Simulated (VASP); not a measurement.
# SiO2 (Quartz): the band gap, functional by functional, part 2 of 2

Aim: the gap of SiO2 (Quartz) on one structure at many levels of theory. The starting structure is a measured crystal structure from the Crystallography Open Database. The atoms were first relaxed with LDA in that cell, in a run that isn't shown, and the relaxed structure is the one below. Meshes and data sets differ where the inputs say so.

VASP 6.6.1.

Results so far: LDA 5.732 eV; PBE 5.977 eV.

### 4. Bands with r2SCAN

Level of this step: r2SCAN; plane waves and PAW (Si, O) (VASP).

r2SCAN adds the kinetic-energy density, costs more than a GGA and is run with LASPH.

INCAR reads:

```
SYSTEM = SiO2
PREC = Accurate
ENCUT = 460
EDIFF = 1E-06
NELM = 100
ISMEAR = 0
SIGMA = 0.03
LREAL = .FALSE.
ALGO = Normal
METAGGA = R2SCAN
LASPH = .TRUE.
NBANDS = 46
LORBIT = 11
LWAVE = .FALSE.
LCHARG = .FALSE.
KPAR = 16
```

POSCAR reads:

```
SiO2
1.0
    4.9158000000      0.0000000000      0.0000000000
   -2.4579000000      4.2572076799      0.0000000000
    0.0000000000      0.0000000000      5.4091000000
Si O
3 6
Direct
    0.4692648135      0.4692648135      0.0000000000
    0.0000000000      0.5307351865      0.6666666667
    0.5307351865      0.0000000000      0.3333333333
    0.8553402672      0.2683029818      0.4517397088
    0.7316970182      0.5870372854      0.7850730422
    0.4129627146      0.1446597328      0.1184063755
    0.2683029818      0.8553402672      0.5482602912
    0.5870372854      0.7316970182      0.2149269578
    0.1446597328      0.4129627146      0.8815936245
```

KPOINTS reads:

```
Automatic mesh
0
Gamma
6 6 4
0 0 0
```

KPOINTS_OPT reads:

```
Line mode
8
Line-mode
Reciprocal
  0.00000000   0.00000000   0.00000000 GAMMA
  0.50000000   0.00000000   0.00000000 M

  0.50000000   0.00000000   0.00000000 M
  0.33333333   0.33333333   0.00000000 K

  0.33333333   0.33333333   0.00000000 K
  0.00000000   0.00000000   0.00000000 GAMMA

  0.00000000   0.00000000   0.00000000 GAMMA
  0.00000000   0.00000000   0.50000000 A

  0.00000000   0.00000000   0.50000000 A
  0.50000000   0.00000000   0.50000000 L

  0.50000000   0.00000000   0.50000000 L
  0.33333333   0.33333333   0.50000000 H

  0.33333333   0.33333333   0.50000000 H
  0.00000000   0.00000000   0.50000000 A

  0.50000000   0.00000000   0.50000000 L
  0.50000000   0.00000000   0.00000000 M

  0.33333333   0.33333333   0.00000000 K
  0.33333333   0.33333333   0.50000000 H
```

PAW data sets: Si and O (PBE family, release 64).

Started as:

```sh
mpirun -np 16 vasp_std
```

What it wrote:

```text
[banner, memory and clock lines left out]
running   16 mpi-ranks, on    1 nodes
[...]
[... a notice as in an earlier step ...]

|                                                                             |
|               ----> ADVICE to this user running VASP <----                  |
|                                                                             |
|     You enforced a specific xc type in the INCAR file but a different       |
|     [... a line on the potential file left out ...]
|     I HOPE YOU KNOW WHAT YOU ARE DOING!                                     |
|                                                                             |

 LDA part: xc-table for (None), standard interpolation
 POSCAR, INCAR and KPOINTS ok, starting setup
[...]
entering main loop
       N       E                     dE             d eps       ncg     rms          rms(c)
DAV:   1     0.180760216223E+03    0.18076E+03   -0.23114E+04  2208   0.901E+02
DAV:   2    -0.995477705695E+02   -0.28031E+03   -0.27070E+03  2662   0.239E+02
[...]
DAV:  13    -0.894508942634E+02    0.27414E-05   -0.36962E-06  2492   0.975E-03    0.526E-03
DAV:  14    -0.894508944847E+02   -0.22135E-06   -0.24043E-07  1914   0.245E-03
   1 F= -.89450894E+02 E0= -.89450894E+02  d E =-.552562E-25
 Start KPOINTS_OPT (optional k-point list driver)
k-point batch [1-24\72]
       N       E                     dE             ncg
DAV:   1    -0.768384313076E+03   -0.19019E+05     2208
DAV:   2    -0.714503568428E+04   -0.63767E+04     2676
DAV:   3    -0.745981071778E+04   -0.31478E+03     2744
DAV:   4    -0.746215362869E+04   -0.23429E+01     2576
DAV:   5    -0.746217524391E+04   -0.21615E-01     2676
DAV:   6    -0.746217556230E+04   -0.31839E-03     2656
DAV:   7    -0.746217556839E+04   -0.60893E-05     2372
DAV:   8    -0.746217556862E+04   -0.22388E-06     1954
[...]
k-point batch [49-72\72]
       N       E                     dE             ncg
DAV:   1    -0.718622404463E+03   -0.28972E+05     2216
DAV:   2    -0.715896524258E+04   -0.64403E+04     2656
DAV:   3    -0.746206153923E+04   -0.30310E+03     2722
DAV:   4    -0.746432919360E+04   -0.22677E+01     2624
DAV:   5    -0.746435016283E+04   -0.20969E-01     2642
DAV:   6    -0.746435047631E+04   -0.31348E-03     2712
DAV:   7    -0.746435048245E+04   -0.61410E-05     2344
DAV:   8    -0.746435048267E+04   -0.21930E-06     2016
```

Elapsed: 42 s, on 16 MPI ranks of Intel Xeon 6975P-C (Granite Rapids), shared host; peak memory 5.4 GiB.

OUTCAR, selected parts (step 4):

```text
  Total        0.3588573      0.3588573      0.4475324     -0.0000000      0.0000000      0.0000000
  in kB        5.0791176      5.0791176      6.3341884     -0.0000000      0.0000000      0.0000000
  external PRESSURE =       5.4974745 kB  Pullay stress =       0.0000000 kB

 POSITION                                       TOTAL-FORCE (eV/Angst)
 -----------------------------------------------------------------------------------
      1.15341      1.99776      0.00000        -0.011637     -0.020156      0.000000
     -1.30449      2.25945      3.60607        -0.011637      0.020156      0.000000
      2.60899      0.00000      1.80303         0.023274      0.000000     -0.000000
      3.54522      1.14222      2.44351         0.031463      0.014308     -0.030850
      2.15400      2.49914      4.24654        -0.028122      0.020094     -0.030850
      1.67448      0.61585      0.64047        -0.003341     -0.034402     -0.030850
     -0.78342      3.64136      2.96559        -0.003341      0.034402      0.030850
      1.08732      3.11499      1.16256         0.031463     -0.014308      0.030850
     -0.30390      1.75807      4.76863        -0.028122     -0.020094      0.030850
 -----------------------------------------------------------------------------------
    total drift:                                0.000046      0.000080     -0.000001

  FREE ENERGIE OF THE ION-ELECTRON SYSTEM (eV)
  ---------------------------------------------------
  free  energy   TOTEN  =       -89.4508944847 eV

  energy  without entropy=      -89.4508944847  energy(sigma->0) =      -89.45089448

[... 2 parts as in an earlier step ...]

[... 1 further part left out ...]
[key lines of the parts left out:]
E-fermi :   0.8418
```

r2SCAN gives a least gap of 6.627 eV, and a least direct gap of 6.923 eV. The least gap is +0.895 eV from that of LDA.

### 5. Bands with TB-mBJ

TB-mBJ is a local potential fitted to gaps: it costs far less than a hybrid but gives no energy. Its energies, forces and stress mean nothing.

Edit INCAR of step 4 so:

```diff
@@ -4,3 +4,3 @@
 EDIFF = 1E-06
-NELM = 100
+NELM = 150
 ISMEAR = 0
@@ -9,3 +9,3 @@
 ALGO = Normal
-METAGGA = R2SCAN
+METAGGA = MBJ
 LASPH = .TRUE.
```

POSCAR is that of step 4.

KPOINTS is that of step 4.

KPOINTS_OPT is that of step 4.

Started as:

```sh
mpirun -np 16 vasp_std
```

What it wrote:

```text
[banner, memory and clock lines left out]
running   16 mpi-ranks, on    1 nodes
[...]
[... a notice as in an earlier step ...]

 [... a notice as in an earlier step ...]

 LDA part: xc-table for (None), standard interpolation
 POSCAR, INCAR and KPOINTS ok, starting setup
[...]
entering main loop
       N       E                     dE             d eps       ncg     rms          rms(c)
DAV:   1     0.369157782785E+03    0.36916E+03   -0.22858E+04  2208   0.883E+02
DAV:   2     0.887075428293E+02   -0.28045E+03   -0.27134E+03  2668   0.238E+02
DAV:   3     0.751039251328E+02   -0.13604E+02   -0.13512E+02  2690   0.506E+01
DAV:   4     0.749982002426E+02   -0.10572E+00   -0.10570E+00  2498   0.495E+00
[...]
DAV:  54     0.100880129876E+03    0.42550E-05   -0.32031E-12  1176   0.432E-06    0.218E-06
DAV:  55     0.100880131993E+03    0.21174E-05    0.17739E-12  1176   0.429E-06    0.191E-06
DAV:  56     0.100880132445E+03    0.45240E-06   -0.62140E-12  1176   0.171E-06
   1 F= 0.10088013E+03 E0= 0.10088013E+03  d E =-.345376E-24
 Start KPOINTS_OPT (optional k-point list driver)
k-point batch [1-24\72]
       N       E                     dE             ncg
DAV:   1     0.107140003151E+04   -0.17179E+05     2240
DAV:   2    -0.550847980364E+04   -0.65799E+04     2658
DAV:   3    -0.579141632466E+04   -0.28294E+03     2740
DAV:   4    -0.579380275013E+04   -0.23864E+01     2562
DAV:   5    -0.579382676069E+04   -0.24011E-01     2730
DAV:   6    -0.579382708688E+04   -0.32620E-03     2634
DAV:   7    -0.579382709220E+04   -0.53210E-05     2402
DAV:   8    -0.579382709233E+04   -0.12435E-06     1914
[...]
k-point batch [49-72\72]
       N       E                     dE             ncg
DAV:   1     0.109286896447E+04   -0.27160E+05     2248
DAV:   2    -0.552208737003E+04   -0.66150E+04     2628
DAV:   3    -0.579424793663E+04   -0.27216E+03     2720
DAV:   4    -0.579654528424E+04   -0.22973E+01     2560
DAV:   5    -0.579656820774E+04   -0.22923E-01     2626
DAV:   6    -0.579656851412E+04   -0.30639E-03     2624
DAV:   7    -0.579656851903E+04   -0.49109E-05     2306
DAV:   8    -0.579656851915E+04   -0.11391E-06     1992
```

It took 48 s on 16 MPI ranks; peak memory 5.6 GiB.

Parts of OUTCAR (step 5):

```text
  Total       -7.0980934     -7.0980934     -8.2055653      0.0000000      0.0000000      0.0000000
  in kB     -100.4634854   -100.4634854   -116.1381850      0.0000000      0.0000000      0.0000000
  external PRESSURE =    -105.6883853 kB  Pullay stress =       0.0000000 kB

 POSITION                                       TOTAL-FORCE (eV/Angst)
 -----------------------------------------------------------------------------------
      1.15341      1.99776      0.00000         0.140962      0.244153      0.000000
     -1.30449      2.25945      3.60607         0.140962     -0.244153      0.000000
      2.60899      0.00000      1.80303        -0.281923      0.000000      0.000000
      3.54522      1.14222      2.44351         1.781521      0.116623     -1.109230
      2.15400      2.49914      4.24654        -0.991759      1.484531     -1.109230
      1.67448      0.61585      0.64047        -0.789762     -1.601154     -1.109230
     -0.78342      3.64136      2.96559        -0.789762      1.601154      1.109230
      1.08732      3.11499      1.16256         1.781521     -0.116623      1.109230
     -0.30390      1.75807      4.76863        -0.991759     -1.484531      1.109230
 -----------------------------------------------------------------------------------
    total drift:                                0.000626      0.001085     -0.000001

  FREE ENERGIE OF THE ION-ELECTRON SYSTEM (eV)
  ---------------------------------------------------
  free  energy   TOTEN  =       100.8801324454 eV

  energy  without entropy=      100.8801324454  energy(sigma->0) =      100.88013245

[... 2 parts as in an earlier step ...]

[... 1 further part left out ...]
[key lines of the parts left out:]
E-fermi :   2.2116
```

TB-mBJ gives a least gap of 8.586 eV, and a least direct gap of 8.809 eV. The least gap is +2.854 eV from that of LDA.

### 6. Comparison

```tsv
level	gap (eV)	least direct gap (eV)	mesh	core minutes
LDA	5.732	6.039	6×6×4	3.73
PBE	5.977	6.273	6×6×4	4.27
r2SCAN	6.627	6.923	6×6×4	11.2
TB-mBJ	8.586	8.809	6×6×4	12.8
```

Core minutes are wall time times ranks of the run shown, on a shared host.

### 7. Outcome

| Quantity | Value |
| --- | --- |
| gap, LDA | 5.732 eV |
| gap, PBE | 5.977 eV |
| gap, r2SCAN | 6.627 eV |
| gap, TB-mBJ | 8.586 eV |

What this shows: Without spin-orbit coupling the gap of SiO2 (Quartz) runs from 5.732 eV (LDA) to 8.586 eV (TB-mBJ). These are gaps between Kohn-Sham or generalised Kohn-Sham levels of a static lattice, without excitons or temperature. Further runs on this material are not shown.

[Lines on the potential files, build, host, timing and source positions are cut from VASP's logs without a mark.]

[Logs are printed without paths, hosts, clocks, repeated set-up lines and the standing remarks that a program may print on its own settings, such as how far it seeks lower states.]

[Hosts, paths, dates, database ids (printed as entryN), source tags and the programs' standing remarks are cut or masked in the printed files.]
